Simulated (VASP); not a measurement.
Consider the following.

```xyz
4
Lattice="4.4400 2.2200 2.2200 2.2200 4.4400 2.2200 2.2200 2.2200 4.4400" Properties=species:S:1:pos:R:3 pbc="T T T"
Mn     0.0000     0.0000     0.0000
Mn     4.4400     4.4400     4.4400
O      2.2200     2.2200     2.2200
O      6.6600     6.6600     6.6600
```
Starting moments (μB, in the order of the record's atoms Mn Mn O O): 5.0 -5.0 0.0 0.0.

Computed with PBE GGA + U (Dudarev), VASP's PBE PAW potentials (set 64) (plane waves; VASP). Numerical set-up: 520 eV cut-off, 7×7×7 Γ-centred mesh, Gaussian smearing of 0.050 eV, potentials Mn_pv O, U − J: Mn 3.00 eV.

Problem. Estimate the cell moment, energy per atom (σ→0), pressure.

Solution. 
* **cell moment**: 0.00 μB
* **energy per atom (σ→0)**: -759.2 kJ/mol-atom
* **pressure**: 4.67 GPa

Problem. Give the moment on each site (PAW-sphere projection).

Solution. 
```tsv
site	moment (μB)
Mn1	4.52
Mn2	-4.52
O3	0.00
O4	0.00
```

Total energies compare only between runs with the same potentials, cut-off and functional.

The compound is MnO in the rock salt, AFM-II order structure. The cell was not relaxed at this level. The run is one of a series of settings (LDAU = .TRUE., LDAUJ = 0 0, LDAUL = 2 -1, LDAUTYPE = 2, LDAUU = 3.0 0 against the base run), some of them coarse on purpose.
